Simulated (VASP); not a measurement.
**Band gap of SiC (Moissanite): cutoff, mesh and cell**

Aim: test what besides the functional moves the gap of SiC (Moissanite). The starting structure is a measured crystal structure from the Crystallography Open Database. Cell and atoms stay as given unless a step says otherwise.

Main program and level: VASP 6.6.1; Kohn-Sham DFT with plane waves and PAW; LDA.

## Step 1: Starting point

The structure is hexagonal, space group P6_3mc (No. 186). Conventional cell: a = 3.076 Å, b = 3.076 Å, c = 5.048 Å, α = 90.00°, β = 90.00°, γ = 120.00°. Nearest to Si lie 4 C at 1.87 to 1.94 Å. Nearest to C lie 4 Si at 1.87 to 1.94 Å. Farther neighbours are not listed.

Coordinates:

```xyz
4
Lattice="3.0760 0.0000 0.0000 -1.5380 2.6639 0.0000 0.0000 0.0000 5.0480" Properties=species:S:1:pos:R:3 pbc="T T T"
Si    1.5380    0.8880    2.5240
Si    0.0000    1.7759    0.0000
C     1.5380    0.8880    4.4675
C     0.0000    1.7759    1.9435
```

## Step 2: Reference bands

Contents of INCAR:

```
SYSTEM = SiC
PREC = Accurate
ENCUT = 460
EDIFF = 1E-06
NELM = 100
ISMEAR = 0
SIGMA = 0.03
LREAL = .FALSE.
ALGO = Normal
GGA = CA
NBANDS = 22
LORBIT = 11
LWAVE = .FALSE.
LCHARG = .FALSE.
KPAR = 8
LASPH = .TRUE.
```

Contents of POSCAR:

```
SiC
1.0
    3.0760000000      0.0000000000      0.0000000000
   -1.5380000000      2.6638941420      0.0000000000
    0.0000000000      0.0000000000      5.0480000000
Si C
2 2
Direct
    0.6666666667      0.3333333333      0.5000000000
    0.3333333333      0.6666666667      0.0000000000
    0.6666666667      0.3333333333      0.8850000000
    0.3333333333      0.6666666667      0.3850000000
```

Contents of KPOINTS:

```
Automatic mesh
0
Gamma
8 8 4
0 0 0
```

Contents of KPOINTS_OPT:

```
Line mode
10
Line-mode
Reciprocal
  0.00000000   0.00000000   0.00000000 GAMMA
  0.50000000   0.00000000   0.00000000 M

  0.50000000   0.00000000   0.00000000 M
  0.33333333   0.33333333   0.00000000 K

  0.33333333   0.33333333   0.00000000 K
  0.00000000   0.00000000   0.00000000 GAMMA

  0.00000000   0.00000000   0.00000000 GAMMA
  0.00000000   0.00000000   0.50000000 A

  0.00000000   0.00000000   0.50000000 A
  0.50000000   0.00000000   0.50000000 L

  0.50000000   0.00000000   0.50000000 L
  0.33333333   0.33333333   0.50000000 H

  0.33333333   0.33333333   0.50000000 H
  0.00000000   0.00000000   0.50000000 A

  0.50000000   0.00000000   0.50000000 L
  0.50000000   0.00000000   0.00000000 M

  0.33333333   0.33333333   0.00000000 K
  0.33333333   0.33333333   0.50000000 H
```

PAW data sets: Si and C (LDA family, release 64).

Command:

```bash
> mpirun -np 8 vasp_std
```

Output:

```text
[banner, memory and clock lines left out]
running    8 mpi-ranks, on    1 nodes
 distrk:  each k-point on    1 cores,    8 groups
 distr:  one band on    1 cores,    1 groups

 POSCAR found type information on POSCAR SiC
 POSCAR found :  2 types and       4 ions
|                                                                             |
|           W    W    AA    RRRRR   N    N  II  N    N   GGGG   !!!           |
|           W    W   A  A   R    R  NN   N  II  NN   N  G    G  !!!           |
|           W    W  A    A  R    R  N N  N  II  N N  N  G       !!!           |
|           W WW W  AAAAAA  RRRRR   N  N N  II  N  N N  G  GGG   !            |
|           WW  WW  A    A  R   R   N   NN  II  N   NN  G    G                |
|           W    W  A    A  R    R  N    N  II  N    N   GGGG   !!!           |
|                                                                             |
|     For optimal performance we recommend to set                             |
|       NCORE = 2 up to number-of-cores-per-socket                            |
|     NCORE specifies how many cores store one orbital (NPAR=cpu/NCORE).      |
|     This setting can greatly improve the performance of VASP for DFT.       |
|     The default, NCORE=1 might be grossly inefficient on modern             |
|     multi-core architectures or massively parallel machines. Do your        |
|     Unfortunately you need to use the default for GW and RPA                |
|     calculations (for HF NCORE is supported but not extensively tested      |
|     yet).                                                                   |
|                                                                             |

 LDA part: xc-table for (Slater(with rela. corr.)+CA(PZ))
 , standard interpolation
 POSCAR, INCAR and KPOINTS ok, starting setup
 FFT: planning ... GRIDC
 FFT: planning ... GRID_SOFT
 FFT: planning ... GRID
 WAVECAR not read
 entering main loop
       N       E                     dE             d eps       ncg     rms          rms(c)
DAV:   1     0.152610661772E+02    0.15261E+02   -0.62737E+03  1320   0.591E+02
DAV:   2    -0.354994736183E+02   -0.50761E+02   -0.47976E+02  1718   0.130E+02
DAV:   3    -0.373291353521E+02   -0.18297E+01   -0.18159E+01  1666   0.206E+01
DAV:   4    -0.373387868966E+02   -0.96515E-02   -0.96502E-02  1548   0.187E+00
DAV:   5    -0.373388487931E+02   -0.61896E-04   -0.61896E-04  1656   0.140E-01    0.129E+01
DAV:   6    -0.333892787998E+02    0.39496E+01   -0.41909E+00  1514   0.119E+01    0.572E+00
DAV:   7    -0.332808169073E+02    0.10846E+00   -0.93349E-01  1672   0.470E+00    0.251E+00
DAV:   8    -0.332397874378E+02    0.41029E-01   -0.39478E-02  1530   0.101E+00    0.618E-01
DAV:   9    -0.332354470179E+02    0.43404E-02   -0.38955E-03  1696   0.383E-01    0.103E-01
DAV:  10    -0.332355027965E+02   -0.55779E-04   -0.54328E-04  1508   0.106E-01    0.642E-02
DAV:  11    -0.332355088898E+02   -0.60932E-05   -0.17221E-05  1598   0.224E-02    0.185E-02
DAV:  12    -0.332355083569E+02    0.53282E-06   -0.29674E-06  1578   0.937E-03
   1 F= -.33235508E+02 E0= -.33235508E+02  d E =-.215856E-14
 Start KPOINTS_OPT (optional k-point list driver)
k-point batch [1-30\90]
       N       E                     dE             ncg
DAV:   1     0.252214191957E+04   -0.10041E+05     1320
DAV:   2     0.112802819281E+04   -0.13941E+04     1720
DAV:   3     0.107573240803E+04   -0.52296E+02     1650
DAV:   4     0.107546340703E+04   -0.26900E+00     1514
DAV:   5     0.107546167137E+04   -0.17357E-02     1656
DAV:   6     0.107546165502E+04   -0.16342E-04     1534
DAV:   7     0.107546165487E+04   -0.15452E-06     1460
[...]
k-point batch [61-90\90]
       N       E                     dE             ncg
DAV:   1     0.240620031074E+04   -0.14645E+05     1320
DAV:   2     0.102230241802E+04   -0.13839E+04     1730
DAV:   3     0.973923551797E+03   -0.48379E+02     1664
DAV:   4     0.973684623295E+03   -0.23893E+00     1574
DAV:   5     0.973683246677E+03   -0.13766E-02     1656
DAV:   6     0.973683234961E+03   -0.11716E-04     1574
DAV:   7     0.973683234859E+03   -0.10172E-06     1410
```

Run time: 29 s. Hardware: 8 MPI ranks of AMD EPYC 7R43, shared host; peak memory 1.1 GiB.

Lines that name or quote the potential files are left out of all logs, and their timing lines are given in words.

Parts of OUTCAR (step 2):

```text
ion  position               nearest neighbor table
   1  0.667  0.333  0.500-   4 1.87   4 1.87   4 1.87   3 1.94   2 3.09   2 3.09   2 3.09   2 3.09
                             2 3.09   2 3.09
   2  0.333  0.667  0.000-   3 1.87   3 1.87   3 1.87   4 1.94   1 3.09   1 3.09   1 3.09   1 3.09
                             1 3.09   1 3.09
   3  0.667  0.333  0.885-   2 1.87   2 1.87   2 1.87   1 1.94
   4  0.333  0.667  0.385-   1 1.87   1 1.87   1 1.87   2 1.94

  LATTYP: Found a hexagonal cell.
 ALAT       =     3.0760000000
 C/A-ratio  =     1.6410923277

 Subroutine GETGRP returns: Found 12 space group operations
 (whereof  6 operations were pure point group operations)

The static configuration has the point symmetry C_3v.
 The point group associated with its full space group is C_6v.

 Found     30 irreducible k-points:

   k-points           NKPTS =     30   k-points in BZ     NKDIM =     30   number of bands    NBANDS=     22

   dimension x,y,z NGX =    24 NGY =   24 NGZ =   36
   dimension x,y,z NGXF=    48 NGYF=   48 NGZF=   72

   ENCUT  =  460.0 eV  33.81 Ry    5.81 a.u.   5.38  5.38  8.83*2*pi/ulx,y,z

   NELECT =      16.0000    total number of electrons

 k-points in reciprocal lattice and weights: Automatic mesh
   0.00000000  0.00000000  0.00000000       0.004
   0.12500000  0.00000000  0.00000000       0.023
   0.25000000  0.00000000  0.00000000       0.023
   0.37500000 -0.00000000  0.00000000       0.023
   0.50000000  0.00000000  0.00000000       0.012
   0.12500000  0.12500000  0.00000000       0.023
   0.25000000  0.12500000  0.00000000       0.047
   0.37500000  0.12500000  0.00000000       0.047
   0.25000000  0.25000000  0.00000000       0.023
[...]
0.25000000  0.25000000  0.50000000       0.023
   0.37500000  0.25000000  0.50000000       0.023

 average (electrostatic) potential at core
       1 -81.9375       2 -81.9375       3 -49.0069       4 -49.0069

 E-fermi :   8.5070

 k-point     1 :       0.0000    0.0000    0.0000
  band No.  band energies     occupation
    ...
      4       6.8078      2.00000
      5       6.8078      2.00000
      6       8.0875      2.00000
      7       8.0875      2.00000
      8       8.3596      2.00000
      9      12.9462      0.00000
     10      14.3959      0.00000
     11      14.7565      0.00000
     12      14.7565      0.00000
     13      15.8217      0.00000
    ...

 k-point     2 :       0.1250    0.0000    0.0000
  band No.  band energies     occupation
    ...
      4       5.4437      2.00000
      5       6.3789      2.00000
      6       7.1525      2.00000
      7       7.9218      2.00000
      8       8.1616      2.00000
      9      13.3186      0.00000
     10      14.5280      0.00000
     11      14.9436      0.00000
     12      15.3262      0.00000
     13      15.7782      0.00000
    ...

 k-point     3 :       0.2500    0.0000    0.0000
  band No.  band energies     occupation
    ...
      4       3.0259      2.00000
      5       5.1782      2.00000
      6       5.6102      2.00000
      7       7.4297      2.00000
      8       7.4676      2.00000
      9      12.1487      0.00000
     10      13.9907      0.00000
     11      15.3025      0.00000
     12      15.9597      0.00000
     13      16.2148      0.00000
    ...

  Total       -0.5809182     -0.5809182     -1.6870309      0.0000000      0.0000000      0.0000000
  in kB      -22.5010559    -22.5010559    -65.3447910      0.0000000      0.0000000      0.0000000
  external PRESSURE =     -36.7823010 kB  Pullay stress =       0.0000000 kB

  energy-cutoff  :      460.00
  volume of cell :       41.36
      direct lattice vectors                 reciprocal lattice vectors
     3.076000000  0.000000000  0.000000000     0.325097529  0.187695146  0.000000000
    -1.538000000  2.663894142  0.000000000     0.000000000  0.375390292  0.000000000
     0.000000000  0.000000000  5.048000000     0.000000000  0.000000000  0.198098257

 POSITION                                       TOTAL-FORCE (eV/Angst)
 -----------------------------------------------------------------------------------
      1.53800      0.88796      2.52400        -0.000000      0.000000      0.732531
     -0.00000      1.77593      0.00000         0.000000      0.000000      0.732531
      1.53800      0.88796      4.46748         0.000000     -0.000000     -0.732531
     -0.00000      1.77593      1.94348        -0.000000      0.000000     -0.732531
 -----------------------------------------------------------------------------------
    total drift:                                0.000000      0.000000      0.000148

  FREE ENERGIE OF THE ION-ELECTRON SYSTEM (eV)
  ---------------------------------------------------
  free  energy   TOTEN  =       -33.2355083569 eV

  energy  without entropy=      -33.2355083569  energy(sigma->0) =      -33.23550836

 total charge
# of ion       s       p       d       tot
------------------------------------------
    1        0.714   0.978   0.000   1.692
    2        0.714   0.978   0.000   1.692
    3        0.831   1.714   0.000   2.545
    4        0.831   1.714   0.000   2.545
--------------------------------------------------
tot          3.090   5.384   0.000   8.474

[... 3 further parts left out ...]
```

At this level the cell is under a tension of 3.7 GPa, so at these settings it is away from equilibrium.

The reference gap is 2.198 eV.

## Step 3: Bands with cell and atoms relaxed by LDA

Against step 2 the input has another starting structure. The cell comes from a relaxation at this level, not shown (40.65 Å³).

INCAR is that of step 2.

Contents of POSCAR:

```
SiC
1.0
    3.0581950783      0.0000000000      0.0000000000
   -1.5290975392      2.6484746275      0.0000000000
    0.0000000000      0.0000000000      5.0187694319
Si C
2 2
Direct
    0.6666666667      0.3333333333      0.5045819172
    0.3333333333      0.6666666667      0.0045819172
    0.6666666667      0.3333333333      0.8804180828
    0.3333333333      0.6666666667      0.3804180828
```

KPOINTS is that of step 2.

KPOINTS_OPT is that of step 2.

Command:

```bash
> mpirun -np 8 vasp_std
```

Output:

```text
[banner, memory and clock lines left out]
running    8 mpi-ranks, on    1 nodes
[...]
[... a notice as in an earlier step ...]

 LDA part: xc-table for (Slater(with rela. corr.)+CA(PZ))
 , standard interpolation
 POSCAR, INCAR and KPOINTS ok, starting setup
[...]
entering main loop
       N       E                     dE             d eps       ncg     rms          rms(c)
DAV:   1     0.138462989462E+02    0.13846E+02   -0.61816E+03  1320   0.590E+02
DAV:   2    -0.355929481769E+02   -0.49439E+02   -0.46347E+02  1658   0.129E+02
DAV:   3    -0.374611433082E+02   -0.18682E+01   -0.18522E+01  1678   0.204E+01
DAV:   4    -0.374712968492E+02   -0.10154E-01   -0.10152E-01  1558   0.187E+00
[...]
DAV:  10    -0.332788656726E+02   -0.52777E-04   -0.52416E-04  1520   0.105E-01    0.639E-02
DAV:  11    -0.332788716014E+02   -0.59288E-05   -0.16159E-05  1598   0.216E-02    0.188E-02
DAV:  12    -0.332788710702E+02    0.53118E-06   -0.29365E-06  1572   0.927E-03
   1 F= -.33278871E+02 E0= -.33278871E+02  d E =-.747645E-17
 Start KPOINTS_OPT (optional k-point list driver)
k-point batch [1-30\90]
       N       E                     dE             ncg
DAV:   1     0.264472017910E+04   -0.95793E+04     1320
DAV:   2     0.120580863242E+04   -0.14389E+04     1710
DAV:   3     0.115345647633E+04   -0.52352E+02     1656
DAV:   4     0.115319628281E+04   -0.26019E+00     1482
DAV:   5     0.115319460288E+04   -0.16799E-02     1642
DAV:   6     0.115319458725E+04   -0.15634E-04     1510
DAV:   7     0.115319458710E+04   -0.14780E-06     1404
[...]
k-point batch [61-90\90]
       N       E                     dE             ncg
DAV:   1     0.245561254649E+04   -0.15001E+05     1320
DAV:   2     0.109289724553E+04   -0.13627E+04     1714
DAV:   3     0.104814710542E+04   -0.44750E+02     1692
DAV:   4     0.104794125375E+04   -0.20585E+00     1576
DAV:   5     0.104794005377E+04   -0.12000E-02     1688
DAV:   6     0.104794004362E+04   -0.10154E-04     1580
DAV:   7     0.104794004353E+04   -0.86382E-07     1426
```

It took 30 s on 8 MPI ranks; peak memory 1.1 GiB.

OUTCAR, selected parts (step 3):

```text
  Total       -0.0232454     -0.0232454     -0.0208429      0.0000000      0.0000000     -0.0000000
  in kB       -0.9161994     -0.9161994     -0.8215061      0.0000000      0.0000000     -0.0000000
  external PRESSURE =      -0.8846350 kB  Pullay stress =       0.0000000 kB

 POSITION                                       TOTAL-FORCE (eV/Angst)
 -----------------------------------------------------------------------------------
      1.52910      0.88282      2.53238         0.000000      0.000000      0.000252
     -0.00000      1.76565      0.02300        -0.000000     -0.000000      0.000252
      1.52910      0.88282      4.41862         0.000000      0.000000     -0.000252
     -0.00000      1.76565      1.90923        -0.000000      0.000000     -0.000252
 -----------------------------------------------------------------------------------
    total drift:                               -0.000000      0.000000      0.000133

  FREE ENERGIE OF THE ION-ELECTRON SYSTEM (eV)
  ---------------------------------------------------
  free  energy   TOTEN  =       -33.2788710702 eV

  energy  without entropy=      -33.2788710702  energy(sigma->0) =      -33.27887107

[... 1 part as in an earlier step ...]

[... 2 further parts left out ...]
[key lines of the parts left out:]
E-fermi :   8.5807
```

With cell and atoms relaxed by LDA the gap is 2.119 eV, -0.079 eV from the reference.

## Step 4: Bands with no band path

Against step 2 the input has no band path (also changed: NBANDS).

Edit INCAR of step 3 so:

```diff
@@ -10,3 +10,3 @@
 GGA = CA
-NBANDS = 22
+NBANDS = 14
 LORBIT = 11
```

Contents of POSCAR:

```
SiC
1.0
    3.0760000000      0.0000000000      0.0000000000
   -1.5380000000      2.6638941420      0.0000000000
    0.0000000000      0.0000000000      5.0480000000
Si C
2 2
Direct
    0.6666666667      0.3333333333      0.5000000000
    0.3333333333      0.6666666667      0.0000000000
    0.6666666667      0.3333333333      0.8850000000
    0.3333333333      0.6666666667      0.3850000000
```

KPOINTS is that of step 3.

Command:

```bash
> mpirun -np 8 vasp_std
```

Output:

```text
[... set-up lines as in an earlier step ...]
 entering main loop
       N       E                     dE             d eps       ncg     rms          rms(c)
DAV:   1     0.235815808908E+02    0.23582E+02   -0.67799E+03   840   0.932E+02
DAV:   2    -0.347004578014E+02   -0.58282E+02   -0.53079E+02  1244   0.163E+02
DAV:   3    -0.373145445067E+02   -0.26141E+01   -0.25998E+01  1176   0.324E+01
DAV:   4    -0.373385412069E+02   -0.23997E-01   -0.23993E-01   936   0.393E+00
[...]
DAV:  11    -0.332355092829E+02   -0.32367E-05   -0.18877E-05  1056   0.353E-02    0.179E-02
DAV:  12    -0.332355081297E+02    0.11533E-05   -0.31747E-06   990   0.114E-02    0.657E-03
DAV:  13    -0.332355078140E+02    0.31565E-06   -0.10866E-06   558   0.646E-03
   1 F= -.33235508E+02 E0= -.33235508E+02  d E =-.236405E-11
```

It took 10 s on 8 MPI ranks; peak memory 0.93 GiB; 73 s of CPU time.

OUTCAR, selected parts (step 4):

```text
  Total       -0.5774476     -0.5774476     -1.6839834      0.0000000     -0.0000000     -0.0000000
  in kB      -22.3666284    -22.3666284    -65.2267518      0.0000000     -0.0000000     -0.0000000
  external PRESSURE =     -36.6533362 kB  Pullay stress =       0.0000000 kB

 POSITION                                       TOTAL-FORCE (eV/Angst)
 -----------------------------------------------------------------------------------
      1.53800      0.88796      2.52400         0.000000      0.000000      0.732530
     -0.00000      1.77593      0.00000         0.000000     -0.000000      0.732530
      1.53800      0.88796      4.46748        -0.000000      0.000000     -0.732530
     -0.00000      1.77593      1.94348         0.000000      0.000000     -0.732530
 -----------------------------------------------------------------------------------
    total drift:                                0.000000      0.000000     -0.000481

  FREE ENERGIE OF THE ION-ELECTRON SYSTEM (eV)
  ---------------------------------------------------
  free  energy   TOTEN  =       -33.2355078140 eV

  energy  without entropy=      -33.2355078140  energy(sigma->0) =      -33.23550781

[... 1 part as in an earlier step ...]

[... 2 further parts left out ...]
[key lines of the parts left out:]
E-fermi :   8.4832
```

With no band path the gap is 2.458 eV, +0.260 eV from the reference, read on the mesh alone.

(Part 1 of 2 ends here.)

[Lines on the potential files, build, host, timing and source positions are cut from VASP's logs without a mark.]

[Logs are printed without paths, hosts, clocks, repeated set-up lines and the standing remarks that a program may print on its own settings, such as how far it seeks lower states.]

[Hosts, paths, dates, database ids (printed as entryN), source tags and the programs' standing remarks are cut or masked in the printed files.]
